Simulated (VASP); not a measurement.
Here is the system:

```
Ta
1.0
    3.28397     0.00000     0.00000
    0.00000     3.28397     0.00000
    0.00000     0.00000    24.77903
Ta
6
Cartesian
  1.64198   0.00000   8.28455
  0.00000   1.64198   9.92653
  1.64198   0.00000  11.56851
  0.00000   1.64198  13.21052
  1.64198   0.00000  14.85250
  0.00000   1.64198  16.49448
```

Calculation: PBEsol GGA, VASP's PBE PAW potentials (set 64) (plane waves; VASP 6.6.1). Numerical set-up: PREC = Normal, EDIFF = 1E-5, 400 eV cut-off, 8×8×1 Γ-centred mesh, first-order Methfessel-Paxton smearing of 0.10 eV, potentials Ta_pv.

### Question
The ions are relaxed. Which structure does the run end with?

### Answer

```
Ta
1.0
    3.28397     0.00000     0.00000
    0.00000     3.28397     0.00000
    0.00000     0.00000    24.77903
Ta
6
Direct
  0.50000   0.00000   0.34117
  0.00000   0.50000   0.39943
  0.50000   0.00000   0.46482
  0.00000   0.50000   0.53518
  0.50000   0.00000   0.60057
  0.00000   0.50000   0.65883
```

### Question
How much energy does the relaxation gain?

### Answer
The energy (σ→0) changes by -54.3 meV/atom, in 12 ionic steps.

The cell is a thin slab with vacuum, built from Ta (bcc): (100) face.
